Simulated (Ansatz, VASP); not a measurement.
## One calculation of Rb3HO, two programs

```
CELL_PARAMETERS angstrom
5.84000 0.00000 0.00000
0.00000 5.84000 0.00000
0.00000 0.00000 5.84000
ATOMIC_POSITIONS crystal
H 0.00000 0.00000 0.00000
O 0.50000 0.50000 0.50000
Rb 0.50000 0.50000 0.00000
Rb 0.50000 0.00000 0.50000
Rb 0.00000 0.50000 0.50000
```

The cell comes from a database or a generator and needn't be the stable form of this composition.

Alike in both runs: task single point; functional PBE; k mesh 4 × 4 × 4; occupations gaussian, width 0.05 eV; no spin polarisation.

```csv
,VASP,Ansatz
version,VASP 6.6.1,Ansatz 0.2.0
potentials or method,"VASP PAW PBE potentials, release 64 (H, O, Rb_sv)","scalar-relativistic, plane waves, PAW"
plane-wave cutoff (eV),520,420
valence electrons in the cell,34,34
```

Ansatz gave:

- gap on the k mesh at the Fermi level (eV): 1.13
- least direct gap on the mesh (eV): 1.19
- pressure (GPa): -1.8

What did VASP give for the same quantities?

gap on the k mesh at the Fermi level (eV): 1.12; least direct gap on the mesh (eV): 1.19; pressure (GPa): -1.8.

A k mesh can miss the band edges. As with any semilocal functional, this PBE gap is likely too small.
